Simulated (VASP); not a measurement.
Consider the following.

```yaml
crystal:
  lattice:
    - [1.95190, -3.38079, 0.00000]
    - [1.95190, 3.38079, 0.00000]
    - [0.00000, 0.00000, 6.04143]
  atoms:
    - { symbol: La, position: [0.33333, 0.66667, 0.24547] }
    - { symbol: La, position: [0.66667, 0.33333, 0.75453] }
    - { symbol: O, position: [0.00000, 0.00000, 0.00000] }
    - { symbol: O, position: [0.33333, 0.66667, 0.64572] }
    - { symbol: O, position: [0.66667, 0.33333, 0.35428] }
```

Computed with PBEsol GGA, VASP's PBE PAW potentials (set 64) (plane waves; VASP 6.6.1). Numerical set-up: 520 eV cut-off, 7×7×4 Γ-centred mesh, tetrahedra with Blöchl corrections, potentials La O.

Q: Predict the energy per atom (σ→0).

A: 
| Property | Result |
|---|---|
| energy per atom (σ→0) | -8.742 eV/atom |

The absolute energy has meaning only against runs of the same code, potentials and settings.

The compound is La2O3 in the a-type structure. It was relaxed first.
